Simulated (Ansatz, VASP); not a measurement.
# Cross-check of Al (Al(111)) between VASP and Ansatz, part 2 of 2

Wanted: the spread between two codes on one cell, functional and k mesh.

VASP 6.6.1 and Ansatz 0.2.0.

So far: Set-up; VASP: single point, PBE.

## (3) Ansatz: single point, PBE

Level of this step: Ansatz beside VASP: Kohn-Sham DFT, plane waves, PBE (Ansatz).

Ansatz runs on its default PAW (the set named soft_2) files.

The same cell, functional, mesh and smearing now go to Ansatz, which takes its cutoff from its data sets.

The input, input.yaml:

```yaml
crystal:
  lattice:
    - [2.8564818028, 0.0, 0.0]
    - [1.4282409014, 2.4737858067, 0.0]
    - [0.0, 0.0, 40.6553838802]
  atoms:
    - { symbol: Al, position: [0.33333333, 0.33333333, 0.1806348564] }
    - { symbol: Al, position: [0.66666667, 0.66666667, 0.2389775143] }
    - { symbol: Al, position: [0.0, 0.0, 0.2968027624] }
    - { symbol: Al, position: [0.33333333, 0.33333333, 0.3550823629] }
    - { symbol: Al, position: [0.66666667, 0.66666667, 0.4131919738] }
    - { symbol: Al, position: [0.0, 0.0, 0.4710759027] }
    - { symbol: Al, position: [0.33333333, 0.33333333, 0.5289240973] }
    - { symbol: Al, position: [0.66666667, 0.66666667, 0.5868080262] }
    - { symbol: Al, position: [0.0, 0.0, 0.6449176371] }
    - { symbol: Al, position: [0.33333333, 0.33333333, 0.7031972376] }
    - { symbol: Al, position: [0.66666667, 0.66666667, 0.7610224857] }
    - { symbol: Al, position: [0.0, 0.0, 0.8193651436] }
hamiltonian:
  xc: pbe
  pseudopotentials: { kind: paw }
kpoints:
  mp_grid: { grid: [15, 15, 1] }
scf:
  occupations: { method: methfessel_paxton, width: 0.15 }
  n_extra_bands: 7
efield:
  axis: 3
  dipole_correction: true
  ramp_width: 0.04
output:
  forces: true
  eigenvalues: true
```

Launch:

```bash
$ ansatz run input.yaml --threads 4 --pin off --max-ram 9216MiB --backend cpu --events-out ev --progress --plain --runs-dir out
```

Numbers of over 12 decimals in the logs are rounded to 6 here.

What it wrote:

```text
scf.n_extra_bands = 7 over 18 filled bands (N_el = 36.0): the run solves 25 bands
Engine: ansatz 0.2.0, aarch64-unknown-linux-gnu
Pseudopotentials: kind: paw
Pseudopotential: Al, paw, valence charge 3, recommended cutoff 420 eV (normal), Al.paw.azcp
Functional definition: PBE
  parameter kappa = 0.804
  parameter beta = 0.066725
  exchange = pbe_x(kappa = kappa, mu = beta*pi^2/3)
  correlation = pbe_c(beta = beta)
Crystal: 12 atoms, lattice volume = 287.284 Å³
Basis set: ecut = 420 eV, 5655 PW (Γ), exchange–correlation on 40×40×576 points (8 copies of the dense FFT grid, shifted against one another)
Bands: 25, of which v1, the nominal top of the filled ones, is band 18 counted from 1 (17 counted from 0)
Symmetry: 6 space group operations
k-points: 27 of 225 (time reversal used)
Non-local potential: Al, projectors of the file, l = 0: 2, l = 1: 2, l = 2: 1
PAW form: soft (Blöchl's): semilocal exchange-correlation on the pseudo side does not see the compensation charge
PAW one-centre angular grid: Al, 110 points (default); XC on 64 Gauss nodes
Initial density: superposition of atomic densities (neutral atoms: chi_scale 0, normalization atom), corrected by the library's trained network
Initial wavefunctions: pseudopotential atomic-orbital guess
Functional: x = pbe(κ = 0.804, μ = 0.219515), c = pbe(β = 0.066725)
SCF iter   1: F=—  HF=-6449.318116 eV  |F-HF|=—  |Δ(HF+E_count)|=         —  Δρ=9.96e-4  dr2=8.30e-2  ethr=1.77e-3  p=0.000 e·Å  D=4.66e-14 V/Å  ΔV_dip=-0.00 eV  dr2_dipole=4.10e-7  V_vac-E_F(+/−)=3.94/3.94 eV  ⟨swp⟩=11.6  Hψ=4955  notcnv=0
efield: sawtooth ramp at fractional position 0.9800 (placed from the atoms, in the widest stretch of the axis that holds none; the zero of the levels goes with the place), width 0.0400; the density the first Hamiltonian is built on has a dipole p = 0.000 e·Å; the dipole correction subtracts the counter field D = 4.66e-14 V/Å, which shifts the + side's vacuum level by -0.00 eV against the − side's; the planar-averaged density in the ramp window peaks in size at 6.5e-5 e/Å³
preconditioner: auto → LDOS  [metal: Δε(μ)=0.036 eV  Ē_g=6.339 eV  σ=0.150 eV  W_gap=0.20  n_scr=24 (ndim 8)  ℏωp=13.1 eV  f_vac=0.252  D(μ)=3.62/eV (n_scr^D=18)  β→1.0]
SCF iter   2: F=—  HF=-6449.317900 eV  |F-HF|=—  |Δ(HF+E_count)|=   2.16e-4  S|Δr|=    0.00e0  Δρ=3.08e-4  dr2=9.80e-3  ethr=2.31e-4  p=-0.000 e·Å  D=-4.40e-6 V/Å  ΔV_dip=0.00 eV  dr2_dipole=5.58e-7  V_vac-E_F(+/−)=4.08/4.08 eV  ⟨swp⟩=1.3  Hψ=930  notcnv=0  defer=11
SCF iter   3: F=—  HF=-6449.317701 eV  |F-HF|=—  |Δ(HF+E_count)|=   1.99e-4  S|Δr|=    0.00e0  Δρ=6.97e-5  dr2=1.08e-4  ethr=2.72e-5  p=-0.000 e·Å  D=-3.12e-6 V/Å  ΔV_dip=0.00 eV  dr2_dipole=9.67e-10  V_vac-E_F(+/−)=4.08/4.08 eV  ⟨swp⟩=1.8  Hψ=854  notcnv=0  defer=11
SCF iter   4: F=—  HF=-6449.317720 eV  |F-HF|=—  |Δ(HF+E_count)|=   1.91e-5  S|Δr|=    0.00e0  Δρ=2.00e-5  dr2=2.09e-6  ethr=3.00e-7  p=-0.000 e·Å  D=-7.96e-7 V/Å  ΔV_dip=0.00 eV  dr2_dipole=5.13e-11  V_vac-E_F(+/−)=4.08/4.08 eV  ⟨swp⟩=2.8  Hψ=1271  notcnv=0  defer=11
SCF iter   5: F=—  HF=-6449.317770 eV  |F-HF|=—  |Δ(HF+E_count)|=   4.93e-5  S|Δr|=    0.00e0  Δρ=6.43e-6  dr2=6.67e-7  ethr=2.78e-10  p=0.000 e·Å  D=7.54e-7 V/Å  ΔV_dip=-0.00 eV  dr2_dipole=1.40e-8  V_vac-E_F(+/−)=4.08/4.08 eV  ⟨swp⟩=16.3  Hψ=4896  notcnv=0
SCF iter   6: F=-6449.317770 eV  HF=-6449.317770 eV  |F-HF|=1.84e-8  |Δ(HF+E_count)|=   6.09e-8  S|Δr|=    0.00e0  Δρ=2.10e-6  dr2=6.30e-8  ethr=2.78e-10  p=0.000 e·Å  D=2.33e-7 V/Å  ΔV_dip=-0.00 eV  dr2_dipole=7.50e-10  V_vac-E_F(+/−)=4.08/4.08 eV  ⟨swp⟩=5.3  Hψ=3080  notcnv=0
SCF 1 converged in 6 iterations: F = -6449.317770 eV  dr2 = 6.30e-8
  greatest PAW one-centre occupation: 0.463 electrons in one spin orbital (limit 2), on the Al atom at site 0 (counted from 0), in its partial waves of l = 0
SCF converged after 6 iterations
Stability not checked: this state was not tested for a lower state beside it, because cold or Methfessel-Paxton smearing, or corrected tetrahedra, fill the levels in a way that the test cannot read (fill_not_monotonic; see scf.lower_state_search)
Free energy (F): -6449.317770 eV
Harris-Foulkes:  -6449.317770 eV  (|F-HF|=1.84e-8)
Internal energy: -6449.325469 eV  (E = F + TS)
E sigma→0 (E₀):  -6449.319695 eV
Entropy (-TS):   0.007699 eV (0.642 meV/atom)
Fermi energy:    4.253820 eV
Dipole field:    D = 0.000031 V/Å  (p = 0.000049 e·Å, saw-weighted, corrected)
Work function:   Φ+ = 4.0825 eV   Φ− = 4.0838 eV
Levels:          The Fermi level and band energies are counted from a zero that moves with the ramp; work functions are not
--- Per-component energies (eV) ---
  E_band       = -2.428712
  E_kinetic    = 267.695591
  E_local      = -10284.553057  (includes V_loc(G=0)·N_el)
  E_nonlocal   = 123.952611
  E_hartree    = 5138.835367
  E_xc         = -473.852476
  E_vxc        = -343.556780  (∫ρ·V_xc dr)
  E_paw        = -5607.683229  (= ΣΔE_a)
  E_vpaw       = -43.631574  (= ΣTr[D̂ρ^β])
  E_aug_tail   = -0.000026  (compensation charges beyond the density's cutoff)
  E_efield     = 0.000000  (sawtooth field / dipole correction)
  E_vefield    = 0.000000  (∫n·V_field dr)
  E_ewald      = 4386.279750
  E_smearing   = 0.007699  (= −TS)
  E_closure    = 0.000000  (closes the sum)
  Σ components = -6449.317770   (vs F -6449.317770, Δ=0.00e0)
--- Forces (eV/Å), atoms counted from 1 ---
  atom   1  Al     0.00000000     0.00000000     0.00357060
  atom   2  Al     0.00000000    -0.00000000    -0.00322313
  atom   3  Al     0.00000000     0.00000000     0.00041143
  atom   4  Al     0.00000000     0.00000000     0.00577064
  atom   5  Al    -0.00000000     0.00000000    -0.00731130
  atom   6  Al     0.00000000     0.00000000    -0.00751802
  atom   7  Al     0.00000000    -0.00000000     0.00751992
  atom   8  Al     0.00000000     0.00000000     0.00731343
  atom   9  Al     0.00000000     0.00000000    -0.00577395
  atom  10  Al    -0.00000000     0.00000000    -0.00041288
  atom  11  Al     0.00000000    -0.00000000     0.00322131
  atom  12  Al     0.00000000     0.00000000    -0.00357253
  max |Σ_I F_I| component: 4.49e-6 eV/Å
--- Band table (eV; the first three rows and the last of 27) ---
  k-point 0: bands = [... 14 lower, 2.2577, 3.4047, 4.5711, 5.7302, 6.8176, 7.7202, 8.1070, 9.0521, ... 3 higher]
  k-point 1: bands = [... 14 lower, 2.3579, 3.5039, 4.6689, 5.8266, 6.9139, 7.8184, 8.2101, 9.1465, ... 3 higher]
  k-point 2: bands = [... 14 lower, 2.6572, 3.7989, 4.9585, 6.1097, 7.1928, 8.1006, 8.5126, 9.3943, ... 3 higher]
  k-point 26: bands = [... 14 lower, 2.0733, 2.3700, 2.4787, 2.4787, 2.7663, 2.9088, 2.9088, 3.0706, ... 3 higher]
```

Run time: 6.6 s. Hardware: 4 threads of Arm Neoverse V2, shared host; peak memory 0.6 GiB.

In the SCF lines HF is the Harris–Foulkes energy and dr2 the Hartree energy of the density residual, in eV; the loop may stop once dr2 is under the threshold and the program's other checks hold. Hψ counts applications of the Hamiltonian.

## (4) Differences

Known differences besides the potentials themselves: the cutoff is 420 eV in Ansatz and 320 eV in VASP (PREC = Normal); VASP leaves aspherical gradient terms in its spheres out (LASPH is not set), Ansatz keeps them. Total energies have different zeros and are not compared.

Compared:

| quantity | Ansatz | VASP | difference |
| --- | --- | --- | --- |
| work function, lower of the two faces (eV) | 4.08 | 4.08 | 0.00 |
| work function, higher of the two faces (eV) | 4.08 | 4.08 | 0.00 |

At this near-relaxed geometry the largest component of a force difference is 2 meV/Å. VASP's log warns that it found no field-free region in the vacuum, so its work functions are uncertain.

## (5) What came out

| Property | Result |
| --- | --- |
| difference in work function, lower of the two faces (single point, PBE) | -0.0016 eV |

The difference in work function, lower of the two faces is -0.0016 eV (single point, PBE). How closely two codes agree says nothing of how well the functional describes the real material.

[Lines on the potential files, build, host, timing and source positions are cut from VASP's logs without a mark.]

[Logs are printed without paths, hosts, clocks, repeated set-up lines and the standing remarks that a program may print on its own settings, such as how far it seeks lower states.]

[Hosts, paths, dates, database ids (printed as entryN), source tags and the programs' standing remarks are cut or masked in the printed files.]
